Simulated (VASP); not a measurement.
A convergence study with VASP on PbF2 (fluorite): one setting is varied, all else stays as given below, so the limit is that of these other settings.

```
PbF2
1.0
    0.00000     2.97000     2.97000
    2.97000     0.00000     2.97000
    2.97000     2.97000     0.00000
Pb F
1 2
Direct
  0.00000   0.00000   0.00000
  0.25000   0.25000   0.25000
  0.75000   0.75000   0.75000
```

Method: PBE GGA, VASP's PBE PAW potentials (set 64) (plane waves; VASP). The tightest run used: 700 eV cut-off, 15×15×15 Γ-centred mesh, Gaussian smearing of 0.050 eV, potentials Pb_d F.

**Question.** The settings run are 1×1×1 mesh; 2×2×2 mesh; 4×4×4 mesh; 5×5×5 mesh; 6×6×6 mesh; 8×8×8 mesh; 9×9×9 mesh; 10×10×10 mesh; 11×11×11 mesh; 12×12×12 mesh; 14×14×14 mesh; 15×15×15 mesh. From which on does the energy per atom stay within 0.001 eV/atom of the tightest run?

**Answer.** From 4×4×4 mesh on: it is off by 0.0001 there and by no more than 0.001 in any finer run, while 2×2×2 mesh is off by 0.0250.
```json
[
 {"setting": "1×1×1 mesh", "E (eV/atom)": "-4.6194", "pressure (GPa)": "3.96", "irreducible k-points": "1", "difference judged (eV/atom)": "0.1630"},
 {"setting": "2×2×2 mesh", "E (eV/atom)": "-4.7574", "pressure (GPa)": "2.39", "irreducible k-points": "3", "difference judged (eV/atom)": "0.0250"},
 {"setting": "4×4×4 mesh", "E (eV/atom)": "-4.7823", "pressure (GPa)": "1.90", "irreducible k-points": "8", "difference judged (eV/atom)": "0.0001"},
 {"setting": "5×5×5 mesh", "E (eV/atom)": "-4.7824", "pressure (GPa)": "1.90", "irreducible k-points": "10", "difference judged (eV/atom)": "0.0000"},
 {"setting": "6×6×6 mesh", "E (eV/atom)": "-4.7824", "pressure (GPa)": "1.90", "irreducible k-points": "16", "difference judged (eV/atom)": "0.0000"},
 {"setting": "8×8×8 mesh", "E (eV/atom)": "-4.7824", "pressure (GPa)": "1.90", "irreducible k-points": "29", "difference judged (eV/atom)": "0.0000"},
 {"setting": "9×9×9 mesh", "E (eV/atom)": "-4.7824", "pressure (GPa)": "1.90", "irreducible k-points": "35", "difference judged (eV/atom)": "0.0000"},
 {"setting": "10×10×10 mesh", "E (eV/atom)": "-4.7824", "pressure (GPa)": "1.90", "irreducible k-points": "47", "difference judged (eV/atom)": "0.0000"},
 {"setting": "11×11×11 mesh", "E (eV/atom)": "-4.7824", "pressure (GPa)": "1.90", "irreducible k-points": "56", "difference judged (eV/atom)": "0.0000"},
 {"setting": "12×12×12 mesh", "E (eV/atom)": "-4.7824", "pressure (GPa)": "1.90", "irreducible k-points": "72", "difference judged (eV/atom)": "0.0000"},
 {"setting": "14×14×14 mesh", "E (eV/atom)": "-4.7824", "pressure (GPa)": "1.90", "irreducible k-points": "104", "difference judged (eV/atom)": "0.0000"},
 {"setting": "15×15×15 mesh", "E (eV/atom)": "-4.7824", "pressure (GPa)": "1.90", "irreducible k-points": "120", "difference judged (eV/atom)": "0.0000"}
]
```

Left out are rungs that failed or repeat a setting and relaxations that didn't move; long series are thinned to 24 rows.

The compound is PbF2 in the fluorite structure, the β form. The cell was not relaxed at this level.
